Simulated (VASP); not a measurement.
Given:

```xyz
5
Lattice="3.9913 0.0000 0.0000 0.0000 3.9913 0.0000 0.0000 0.0000 3.9913" Properties=species:S:1:pos:R:3 pbc="T T T"
K      0.0000     0.0000     0.0000
Zn     1.9957     1.9957     1.9957
F      1.9957     0.0000     1.9957
F      0.0000     1.9957     1.9957
F      1.9957     1.9957     0.0000
```

Computed with vdW-DF-cx, VASP's PBE PAW potentials (set 64) (plane waves; VASP 6.6.1). Numerical set-up: 520 eV cut-off, 6×6×6 Γ-centred mesh, Gaussian smearing of 0.050 eV, potentials K_sv Zn F.

Question: What does the run give for the energy per atom (σ→0), pressure, band gap (on the k-mesh) with the smallest direct gap where there is one?

Answer: 
| Item | Value |
|---|---|
| band gap (on the k-mesh) | 3.93 eV |
| smallest direct gap (on the k-mesh) | 6.05 eV |
| energy per atom (σ→0) | -1.879 eV/atom |
| pressure | 5.56 GPa |

The compound is KZnF3 in the cubic perovskite structure. This cell is one point of a volume scan, at 0.94 of the reference volume.
